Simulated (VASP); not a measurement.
Input:

```
TiO2
1.0
   -1.89185     1.89185     4.77925
    1.89185    -1.89185     4.77925
    1.89185     1.89185    -4.77925
Ti O
2 4
Direct
  0.00000   0.00000   0.00000
  0.75000   0.25000   0.50000
  0.20763   0.20763   0.00000
  0.95763   0.45763   0.50000
  0.54237   0.04237   0.50000
  0.79237   0.79237   0.00000
```

Level of theory: SCAN meta-GGA, VASP's PBE PAW potentials (set 64) (plane waves; VASP). Run with 520 eV cut-off, 9×9×9 Γ-centred mesh, tetrahedra with Blöchl corrections, potentials Ti_sv O.

The cores are frozen, which limits the accuracy of field gradients.

Problem. Give the principal components of the electric field gradient (V/Å²) and the asymmetry η at each nucleus.

Solution. 
```tsv
atom	Vxx	Vyy	Vzz	η
Ti1	-4.6	-4.6	9.3	0.00
Ti2	-4.6	-4.6	9.3	0.00
O3	-12.9	-4.0	16.9	0.53
O4	-12.9	-4.0	16.9	0.53
O5	-12.9	-4.0	16.9	0.53
O6	-12.9	-4.0	16.9	0.53
```

The structure comes from a measured TiO2 entry (I4_1/amd) of the Crystallography Open Database, whose conditions weren't checked. It was relaxed first.
